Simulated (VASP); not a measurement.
Given:

```xyz
2
Lattice="0.0000 1.8222 1.8222 1.8222 0.0000 1.8222 1.8222 1.8222 0.0000" Properties=species:S:1:pos:R:3 pbc="T T T"
B      0.0000     0.0000     0.0000
N      0.9111     0.9111     0.9111
```

Level of theory: RPBE GGA, VASP's PBE PAW potentials (set 64) (plane waves; VASP). Numerical set-up: 520 eV cut-off, 11×11×11 Γ-centred mesh, Gaussian smearing of 0.050 eV, potentials B N.

Problem. Predict the energy per atom (σ→0).

Solution. 
| Quantity | Result |
|---|---|
| energy per atom (σ→0) | -8.314 eV/atom |

Total energies compare only between runs with the same potentials, cut-off and functional.

The compound is BN in the zinc blende structure. It was relaxed first. The start is the result of an earlier pass.
